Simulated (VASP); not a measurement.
Computed with PBE GGA, VASP's PBE PAW potentials (set 64) (plane waves; VASP 6.6.1).

Input for VASP

### KPOINTS
```
Regular mesh
0
G
  1 1 1
```

**INCAR**
```
ALGO = Fast
EDIFF = 1E-5
EDIFFG = -0.03
ENCUT = 400
GGA = PE
IBRION = 2
ISIF = 2
ISMEAR = 0
ISYM = 0
LASPH = .True.
LCHARG = .False.
LMAXMIX = 4
LREAL = Auto
LWAVE = .False.
NELECT = 254.0
NELM = 100
NELMIN = 4
NSW = 70
PREC = Normal
SIGMA = 0.05
SYSTEM = Ga31As31Si
```

**POSCAR**
```
Ga31As31Si
1
   11.5222104216     0.0000000000     0.0000000000
    0.0000000000    11.5222104216    -0.0000000000
   -0.0000000000    -0.0000000000    11.5222104216
Ga As Si
31 31 1
Direct
  0.5000000000   0.0000000000   0.0000000000
  0.7500000000   0.2500000000   0.0000000000
  0.7500000000   0.0000000000   0.2500000000
  0.0000000000   0.0000000000   0.0000000000
  0.2500000000   0.2500000000   0.0000000000
  0.5000000000   0.5000000000   0.0000000000
  0.7500000000   0.7500000000   0.0000000000
  0.2500000000   0.0000000000   0.2500000000
  0.7500000000   0.5000000000   0.2500000000
  0.5000000000   0.0000000000   0.5000000000
  0.7500000000   0.2500000000   0.5000000000
  0.7500000000   0.0000000000   0.7500000000
  0.0000000000   0.5000000000   0.0000000000
  0.2500000000   0.7500000000   0.0000000000
  0.0000000000   0.2500000000   0.2500000000
  0.2500000000   0.5000000000   0.2500000000
  0.5000000000   0.7500000000   0.2500000000
  0.0000000000   0.0000000000   0.5000000000
  0.2500000000   0.2500000000   0.5000000000
  0.5000000000   0.5000000000   0.5000000000
  0.7500000000   0.7500000000   0.5000000000
  0.2500000000   0.0000000000   0.7500000000
  0.5000000000   0.2500000000   0.7500000000
  0.7500000000   0.5000000000   0.7500000000
  0.0000000000   0.7500000000   0.2500000000
  0.0000000000   0.5000000000   0.5000000000
  0.2500000000   0.7500000000   0.5000000000
  0.0000000000   0.2500000000   0.7500000000
  0.2500000000   0.5000000000   0.7500000000
  0.5000000000   0.7500000000   0.7500000000
  0.0000000000   0.7500000000   0.7500000000
  0.6206460000   0.1233160000   0.1290500000
  0.8750000000   0.3750000000   0.1250000000
  0.8750000000   0.1250000000   0.3750000000
  0.1250000000   0.1250000000   0.1250000000
  0.3763890000   0.3721860000   0.1234250000
  0.6250000000   0.6250000000   0.1250000000
  0.8750000000   0.8750000000   0.1250000000
  0.3794140000   0.1231230000   0.3746620000
  0.8750000000   0.6250000000   0.3750000000
  0.6250000000   0.1250000000   0.6250000000
  0.8750000000   0.3750000000   0.6250000000
  0.8750000000   0.1250000000   0.8750000000
  0.1250000000   0.6250000000   0.1250000000
  0.3750000000   0.8750000000   0.1250000000
  0.1250000000   0.3750000000   0.3750000000
  0.3750000000   0.6250000000   0.3750000000
  0.6250000000   0.8750000000   0.3750000000
  0.1250000000   0.1250000000   0.6250000000
  0.3750000000   0.3750000000   0.6250000000
  0.6250000000   0.6250000000   0.6250000000
  0.8750000000   0.8750000000   0.6250000000
  0.3750000000   0.1250000000   0.8750000000
  0.6250000000   0.3750000000   0.8750000000
  0.8750000000   0.6250000000   0.8750000000
  0.1250000000   0.8750000000   0.3750000000
  0.1250000000   0.6250000000   0.6250000000
  0.3750000000   0.8750000000   0.6250000000
  0.1250000000   0.3750000000   0.8750000000
  0.3750000000   0.6250000000   0.8750000000
  0.6250000000   0.8750000000   0.8750000000
  0.1250000000   0.8750000000   0.8750000000
  0.6270820000   0.3789260000   0.3721270000
```

POTCAR, in this order: Ga As Si (PBE.64 set). Program: vasp_gam.

What VASP printed:

**OUTCAR**
```
 ion  position               nearest neighbor table
   1  0.500  0.000  0.000-  32 2.48  45 2.49  53 2.49  61 2.49
   2  0.750  0.250  0.000-  33 2.49  43 2.49  54 2.49  32 2.56
   3  0.750  0.000  0.250-  32 2.49  34 2.49  38 2.49  48 2.49
   4  0.000  0.000  0.000-  35 2.49  38 2.49  43 2.49  62 2.49
   5  0.250  0.250  0.000-  36 2.47  35 2.49  53 2.49  59 2.49
   6  0.500  0.500  0.000-  36 2.49  37 2.49  54 2.49  60 2.49
   7  0.750  0.750  0.000-  37 2.49  38 2.49  55 2.49  61 2.49
   8  0.250  0.000  0.250-  35 2.49  45 2.49  56 2.49  39 2.51
   9  0.750  0.500  0.250-  63 2.44  37 2.49  40 2.49  33 2.49
  10  0.500  0.000  0.500-  39 2.46  41 2.49  48 2.49  58 2.49
  11  0.750  0.250  0.500-  34 2.49  41 2.49  42 2.49  63 2.53
  12  0.750  0.000  0.750-  41 2.49  43 2.49  52 2.49  61 2.49
  13  0.000  0.500  0.000-  33 2.49  44 2.49  55 2.49  59 2.49
  14  0.250  0.750  0.000-  44 2.49  45 2.49  60 2.49  62 2.49
  15  0.000  0.250  0.250-  33 2.49  34 2.49  35 2.49  46 2.49
  16  0.250  0.500  0.250-  44 2.49  46 2.49  47 2.49  36 2.53
  17  0.500  0.750  0.250-  37 2.49  45 2.49  47 2.49  48 2.49
  18  0.000  0.000  0.500-  34 2.49  49 2.49  52 2.49  56 2.49
  19  0.250  0.250  0.500-  46 2.49  49 2.49  50 2.49  39 2.54
  20  0.500  0.500  0.500-  47 2.49  50 2.49  51 2.49  63 2.50
  21  0.750  0.750  0.500-  40 2.49  48 2.49  51 2.49  52 2.49
  22  0.250  0.000  0.750-  49 2.49  53 2.49  58 2.49  62 2.49
  23  0.500  0.250  0.750-  41 2.49  50 2.49  53 2.49  54 2.49
  24  0.750  0.500  0.750-  42 2.49  51 2.49  54 2.49  55 2.49
  25  0.000  0.750  0.250-  38 2.49  40 2.49  44 2.49  56 2.49
  26  0.000  0.500  0.500-  40 2.49  42 2.49  46 2.49  57 2.49
  27  0.250  0.750  0.500-  47 2.49  56 2.49  57 2.49  58 2.49
  28  0.000  0.250  0.750-  42 2.49  43 2.49  49 2.49  59 2.49
  29  0.250  0.500  0.750-  50 2.49  57 2.49  59 2.49  60 2.49
  30  0.500  0.750  0.750-  51 2.49  58 2.49  60 2.49  61 2.49
  31  0.000  0.750  0.750-  52 2.49  55 2.49  57 2.49  62 2.49
  32  0.621  0.123  0.129-   1 2.48   3 2.49   2 2.56
  33  0.875  0.375  0.125-   2 2.49   9 2.49  13 2.49  15 2.49
  34  0.875  0.125  0.375-   3 2.49  11 2.49  15 2.49  18 2.49
  35  0.125  0.125  0.125-   4 2.49   5 2.49   8 2.49  15 2.49
  36  0.376  0.372  0.123-   5 2.47   6 2.49  16 2.53
  37  0.625  0.625  0.125-   6 2.49   7 2.49   9 2.49  17 2.49
  38  0.875  0.875  0.125-   3 2.49   4 2.49   7 2.49  25 2.49
  39  0.379  0.123  0.375-  10 2.46   8 2.51  19 2.54
...
```

OSZICAR:
```
...
       N       E                     dE             d eps       ncg     rms          rms(c)
DAV:   1    -0.248416005502E+03   -0.68943E-01   -0.18074E+00   336   0.233E+00    0.483E-01
RMM:   2    -0.248422447771E+03   -0.64423E-02   -0.92180E-02   320   0.536E-01    0.145E-01
RMM:   3    -0.248423975304E+03   -0.15275E-02   -0.15330E-02   330   0.219E-01    0.127E-01
RMM:   4    -0.248424070077E+03   -0.94773E-04   -0.21344E-03   340   0.841E-02    0.863E-02
RMM:   5    -0.248424015594E+03    0.54483E-04   -0.80263E-04   321   0.505E-02    0.264E-02
RMM:   6    -0.248424028849E+03   -0.13254E-04   -0.15662E-04   320   0.230E-02    0.145E-02
RMM:   7    -0.248424027264E+03    0.15843E-05   -0.32439E-05   221   0.100E-02
   4 F= -.24842403E+03 E0= -.24839416E+03  d E =-.769647E-01
       N       E                     dE             d eps       ncg     rms          rms(c)
DAV:   1    -0.248464706893E+03   -0.40678E-01   -0.51555E+00   320   0.393E+00    0.743E-01
RMM:   2    -0.248486500383E+03   -0.21793E-01   -0.27044E-01   320   0.916E-01    0.284E-01
RMM:   3    -0.248490751856E+03   -0.42515E-02   -0.43108E-02   329   0.374E-01    0.174E-01
RMM:   4    -0.248490955445E+03   -0.20359E-03   -0.58248E-03   324   0.145E-01    0.889E-02
RMM:   5    -0.248491048927E+03   -0.93482E-04   -0.15220E-03   325   0.734E-02    0.226E-02
RMM:   6    -0.248491076562E+03   -0.27636E-04   -0.41892E-04   356   0.332E-02    0.195E-02
RMM:   7    -0.248491080738E+03   -0.41755E-05   -0.66809E-05   254   0.147E-02
   5 F= -.24849108E+03 E0= -.24847124E+03  d E =-.144018E+00
       N       E                     dE             d eps       ncg     rms          rms(c)
DAV:   1    -0.248493591814E+03   -0.25153E-02   -0.71744E-01   360   0.147E+00    0.259E-01
RMM:   2    -0.248496775291E+03   -0.31835E-02   -0.37889E-02   320   0.342E-01    0.105E-01
RMM:   3    -0.248497385070E+03   -0.60978E-03   -0.62137E-03   332   0.141E-01    0.671E-02
RMM:   4    -0.248497398675E+03   -0.13605E-04   -0.79672E-04   323   0.543E-02    0.299E-02
RMM:   5    -0.248497412088E+03   -0.13412E-04   -0.20822E-04   328   0.268E-02    0.976E-03
RMM:   6    -0.248497415795E+03   -0.37076E-05   -0.46262E-05   238   0.121E-02
   6 F= -.24849742E+03 E0= -.24848168E+03  d E =-.150353E+00
       N       E                     dE             d eps       ncg     rms          rms(c)
DAV:   1    -0.248544689770E+03   -0.47278E-01   -0.35327E+00   328   0.299E+00    0.501E-01
RMM:   2    -0.248559439115E+03   -0.14749E-01   -0.18652E-01   320   0.656E-01    0.188E-01
RMM:   3    -0.248563128175E+03   -0.36891E-02   -0.34263E-02   341   0.279E-01    0.156E-01
RMM:   4    -0.248563033175E+03    0.95000E-04   -0.39468E-03   321   0.106E-01    0.680E-02
RMM:   5    -0.248563077913E+03   -0.44738E-04   -0.88263E-04   325   0.494E-02    0.270E-02
RMM:   6    -0.248563085580E+03   -0.76671E-05   -0.18252E-04   323   0.232E-02    0.104E-02
RMM:   7    -0.248563088032E+03   -0.24520E-05   -0.44919E-05   228   0.108E-02
   7 F= -.24856309E+03 E0= -.24855351E+03  d E =-.656722E-01
       N       E                     dE             d eps       ncg     rms          rms(c)
DAV:   1    -0.248571049742E+03   -0.79642E-02   -0.28485E+00   328   0.269E+00    0.457E-01
RMM:   2    -0.248582361984E+03   -0.11312E-01   -0.15422E-01   320   0.588E-01    0.162E-01
RMM:   3    -0.248585535403E+03   -0.31734E-02   -0.29738E-02   343   0.253E-01    0.136E-01
RMM:   4    -0.248585434510E+03    0.10089E-03   -0.32205E-03   320   0.962E-02    0.640E-02
RMM:   5    -0.248585485288E+03   -0.50779E-04   -0.97763E-04   323   0.496E-02    0.236E-02
RMM:   6    -0.248585476626E+03    0.86627E-05   -0.18072E-04   318   0.232E-02    0.107E-02
RMM:   7    -0.248585480609E+03   -0.39838E-05   -0.67548E-05   242   0.117E-02
   8 F= -.24858548E+03 E0= -.24857991E+03  d E =-.880648E-01
       N       E                     dE             d eps       ncg     rms          rms(c)
DAV:   1    -0.248601876897E+03   -0.16400E-01   -0.87003E-01   336   0.167E+00    0.335E-01
RMM:   2    -0.248606477159E+03   -0.46003E-02   -0.58902E-02   320   0.428E-01    0.111E-01
RMM:   3    -0.248607416622E+03   -0.93946E-03   -0.10035E-02   339   0.175E-01    0.723E-02
RMM:   4    -0.248607388415E+03    0.28207E-04   -0.11681E-03   325   0.667E-02    0.303E-02
RMM:   5    -0.248607403559E+03   -0.15144E-04   -0.29370E-04   324   0.323E-02    0.117E-02
RMM:   6    -0.248607405002E+03   -0.14426E-05   -0.73368E-05   268   0.152E-02
   9 F= -.24860741E+03 E0= -.24860078E+03  d E =-.219244E-01
       N       E                     dE             d eps       ncg     rms          rms(c)
DAV:   1    -0.248608649301E+03   -0.12457E-02   -0.17413E-01   352   0.749E-01    0.151E-01
RMM:   2    -0.248609597357E+03   -0.94806E-03   -0.11914E-02   320   0.193E-01    0.496E-02
RMM:   3    -0.248609788028E+03   -0.19067E-03   -0.20318E-03   340   0.787E-02    0.325E-02
RMM:   4    -0.248609780478E+03    0.75497E-05   -0.23693E-04   324   0.301E-02    0.131E-02
RMM:   5    -0.248609783121E+03   -0.26424E-05   -0.59795E-05   263   0.146E-02
  10 F= -.24860978E+03 E0= -.24860263E+03  d E =-.243025E-01
       N       E                     dE             d eps       ncg     rms          rms(c)
DAV:   1    -0.248613253041E+03   -0.34726E-02   -0.26221E-01   336   0.951E-01    0.192E-01
RMM:   2    -0.248614631907E+03   -0.13789E-02   -0.17560E-02   320   0.242E-01    0.657E-02
RMM:   3    -0.248614914232E+03   -0.28232E-03   -0.29849E-03   339   0.998E-02    0.410E-02
RMM:   4    -0.248614905713E+03    0.85191E-05   -0.35637E-04   322   0.380E-02    0.161E-02
RMM:   5    -0.248614912851E+03   -0.71377E-05   -0.97543E-05   313   0.187E-02
  11 F= -.24861491E+03 E0= -.24860710E+03  d E =-.512973E-02
       N       E                     dE             d eps       ncg     rms          rms(c)
DAV:   1    -0.248614949381E+03   -0.43668E-04   -0.38186E-03   376   0.115E-01    0.247E-02
RMM:   2    -0.248614974385E+03   -0.25004E-04   -0.29790E-04   320   0.317E-02    0.901E-03
RMM:   3    -0.248614979503E+03   -0.51174E-05   -0.51509E-05   238   0.134E-02    0.603E-03
RMM:   4    -0.248614979347E+03    0.15617E-06   -0.64565E-06   176   0.512E-03
  12 F= -.24861498E+03 E0= -.24860710E+03  d E =-.519623E-02
       N       E                     dE             d eps       ncg     rms          rms(c)
DAV:   1    -0.248616164818E+03   -0.11853E-02   -0.56082E-02   336   0.445E-01    0.872E-02
RMM:   2    -0.248616451950E+03   -0.28713E-03   -0.35781E-03   320   0.111E-01    0.295E-02
RMM:   3    -0.248616504100E+03   -0.52150E-04   -0.56703E-04   337   0.449E-02    0.181E-02
RMM:   4    -0.248616505092E+03   -0.99230E-06   -0.74884E-05   298   0.173E-02
  13 F= -.24861651E+03 E0= -.24860906E+03  d E =-.152575E-02
       N       E                     dE             d eps       ncg     rms          rms(c)
DAV:   1    -0.248616623630E+03   -0.11953E-03   -0.10374E-02   360   0.191E-01    0.379E-02
RMM:   2    -0.248616680145E+03   -0.56514E-04   -0.68603E-04   320   0.487E-02    0.135E-02
RMM:   3    -0.248616691916E+03   -0.11772E-04   -0.11522E-04   304   0.202E-02    0.858E-03
RMM:   4    -0.248616692644E+03   -0.72756E-06   -0.15312E-05   198   0.781E-03
  14 F= -.24861669E+03 E0= -.24860944E+03  d E =-.171330E-02
       N       E                     dE             d eps       ncg     rms          rms(c)
DAV:   1    -0.248617281674E+03   -0.58976E-03   -0.31349E-02   336   0.328E-01    0.573E-02
RMM:   2    -0.248617423558E+03   -0.14188E-03   -0.16993E-03   320   0.776E-02    0.203E-02
RMM:   3    -0.248617450149E+03   -0.26591E-04   -0.27957E-04   339   0.320E-02    0.136E-02
RMM:   4    -0.248617450550E+03   -0.40091E-06   -0.37457E-05   230   0.125E-02
  15 F= -.24861745E+03 E0= -.24861025E+03  d E =-.757906E-03
```

OUTCAR:
```
------------------------ aborting loop because EDIFF is reached ----------------------------------------
  FORCE on cell =-STRESS in cart. coord.  units (eV):
  Direction    XX          YY          ZZ          XY          YZ          ZX
  --------------------------------------------------------------------------------------
  Total       13.0536512     13.0766901     13.0414999     -3.1832075     -3.1788820     -3.2034033
  in kB       13.6720985     13.6962289     13.6593716     -3.3340194     -3.3294890     -3.3551721
  external PRESSURE =      13.6758997 kB  Pullay stress =       0.0000000 kB
  volume of cell :     1529.70
      direct lattice vectors                 reciprocal lattice vectors
    11.522210422  0.000000000  0.000000000     0.086788903  0.000000000  0.000000000
     0.000000000 11.522210422  0.000000000     0.000000000  0.086788903  0.000000000
     0.000000000  0.000000000 11.522210422     0.000000000  0.000000000  0.086788903
  FREE ENERGIE OF THE ION-ELECTRON SYSTEM (eV)
  ---------------------------------------------------
  free  energy   TOTEN  =      -248.6174505498 eV

  energy  without entropy=     -248.6030509304  energy(sigma->0) =     -248.61025074

 reached required accuracy - stopping structural energy minimisation
```
(Selected blocks of OUTCAR.)

CONTCAR:
```
Ga31As31Si
   1.00000000000000
    11.5222104216000005    0.0000000000000000    0.0000000000000000
     0.0000000000000000   11.5222104216000005    0.0000000000000000
     0.0000000000000000    0.0000000000000000   11.5222104216000005
  Ga              As              Si
    31    31     1
Direct
     0.5058378104088436    0.0059643415504581    0.0060932167112309
     0.7458018342332062    0.2425794447629247    0.0038538565415983
     0.7456945785237468    0.0035889954485319    0.2428365334167724
     0.0012096725673656    0.0009624260546544    0.0011258781779340
     0.2560351948305846    0.2558875243446518    0.0058280246966571
     0.4927286759194484    0.4958286207245481    0.0036003291462479
     0.7491311240103579    0.7502883682126115    0.9990889268255615
     0.2561109721547356    0.0058750282990764    0.2559075846061403
     0.7455279999263628    0.4954666091761575    0.2452527489641982
     0.4928106761176884    0.0034399130774090    0.4959537211852658
     0.7453701479224460    0.2455390473778339    0.4951150657262918
     0.7491107854162701    0.9993633223177258    0.7500516624317203
     0.0002004770538874    0.4989960650707950    0.9991812014681819
     0.2510285162148472    0.7509718174706316    0.0010617854898406
     0.0008480543570240    0.2506773869283316    0.2506902508292592
     0.2536478198753459    0.4958397924802518    0.2426949604183963
     0.5008102632947169    0.7506018723202998    0.2506435875424400
     0.0001670371945618    0.9993097329672572    0.4990210006878465
     0.2537329935397821    0.2426248866138377    0.4959841599600033
     0.4956833353080357    0.4953848095427462    0.4951942022993991
     0.7481464390094565    0.7496152977906204    0.4980851102836204
     0.2510416092437509    0.0009232348456437    0.7510557809746459
     0.5008397833706197    0.2506445430554404    0.7507249280264767
     0.7480769770926989    0.4978260622049641    0.7498987045494044
     0.9993124987044766    0.7493613799340330    0.2489895802707833
     0.0000317047481098    0.4978665197015446    0.4978688392381857
     0.2493067908276644    0.7500948372783872    0.4989966185881917
     0.9992174960740356    0.2490073583930644    0.7493788942799343
     0.2494502225669215    0.4989911324417231    0.7499797570561836
     0.4990310965815286    0.7492681336896736    0.7493691774279037
     0.9995832179909990    0.7495044359144747    0.7495076318866155
     0.6158878767362385    0.1382695144860277    0.1384496876087355
     0.8751979993285361    0.3730680522886788    0.1221636263875271
     0.8751128159623306    0.1221458092748600    0.3729945897665161
     0.1276515087206724    0.1260067556446570    0.1260382635276007
     0.3882926207279010    0.3660164517116091    0.1382567535914037
     0.6231854492506350    0.6251014431810514    0.1219972594134162
     0.8752623897497418    0.8747679054438822    0.1245494561888516
     0.3882645553151370    0.1380483924008289    0.3663372300522476
     0.8732510548085853    0.6230326299171257    0.3738374217693028
     0.6232023229699651    0.1222636640104136    0.6250062369536946
     0.8731898058304769    0.3738295725819044    0.6229762933825128
     0.8752987139678388    0.1244911094997519    0.8748737269293988
     0.1246683072454531    0.6252719882498281    0.1245123730597562
     0.3760438364094492    0.8773482742239657    0.1260335262821045
     0.1272604450727079    0.3746804837850756    0.3747785353379604
     0.3722321066927863    0.6250659284008586    0.3730481600621089
     0.6248551728252573    0.8768614155681618    0.3748716016767611
     0.1247051410734382    0.1245114468092410    0.6253786834418691
     0.3724443373833775    0.3731533394015183    0.6250770677309394
     0.6239168308395945    0.6231077413586481    0.6233067995049287
     0.8744621373081550    0.8743467719297789    0.6243812950878239
     0.3760519569075663    0.1259664449588505    0.8774102330058593
     0.6248500032852591    0.3746742051236453    0.8772234487376460
     0.8744492780218075    0.6243922648646614    0.8743362343181107
     0.1252206815517693    0.8751857846784794    0.3742744657278949
     0.1244124876720590    0.6243552601965048    0.6243730982545179
     0.3745605302425475    0.8746547602237570    0.6253345181250831
     0.1252658100615023    0.3743143132784022    0.8750789048575143
     0.3745230620399337    0.6252530515695254    0.8747412670624199
     0.6243077659548648    0.8753200851771851    0.8751544867982468
     0.1254477674828506    0.8753511169893067    0.8754366788202049
     0.6345304234820466    0.3844020827815149    0.3839983568301089
```

The cell is charged, with a uniform compensating background. The supercell is sampled at Γ alone, which is coarse: total energies, pressure and levels can be off, energies of defects by several tenths of an eV.

The cell is a supercell with a defect, built from GaAs (zinc blende): Si_As-vac_Ga, charge -2. The run is not spin-polarised, so no state with unpaired spins was tried.
